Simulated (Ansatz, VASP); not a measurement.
**BeCd3S4 in VASP and in Ansatz**

```
Be S Cd
1.0
     5.50138    0.00000    0.00000
     0.00000    5.50138    0.00000
     0.00000    0.00000    5.50138
Be S Cd
1 4 3
Direct
  0.00000 0.00000 0.00000
  0.22163 0.22163 0.22163
  0.77837 0.77837 0.22163
  0.77837 0.22163 0.77837
  0.22163 0.77837 0.77837
  0.50000 0.50000 0.00000
  0.50000 0.00000 0.50000
  0.00000 0.50000 0.50000
```

Alike in both runs: task single point; functional r2SCAN; k mesh 4 × 4 × 4; no spin polarisation.

```csv
,VASP,Ansatz
version,VASP 6.6.1,Ansatz 0.2.0
potentials or method,"VASP PAW PBE potentials, release 64 (Be, S, Cd)","plane waves, PAW"
plane-wave cutoff (eV),520,500
occupations,"gaussian, width 0.01 eV",fixed
valence electrons in the cell,62,86
```

|  | VASP | Ansatz | Ansatz less VASP |
| --- | --- | --- | --- |
| gap on the k mesh at the Fermi level (eV) | 2.39 | 2.38 | -0.015 |
| pressure (GPa) | 5.2 | 4.8 | -0.41 |
| rms of the force components (eV/Å) | 0.054 | 0.042 | -0.0118 |

The two sets of potentials don't hold the same shells in valence.

Caveats: the PAW data sets were made with another functional, which shifts forces and pressure a little (VASP). A k mesh can miss the band edges. r2SCAN opens gaps a little over a GGA but as a rule still falls short of measured ones.
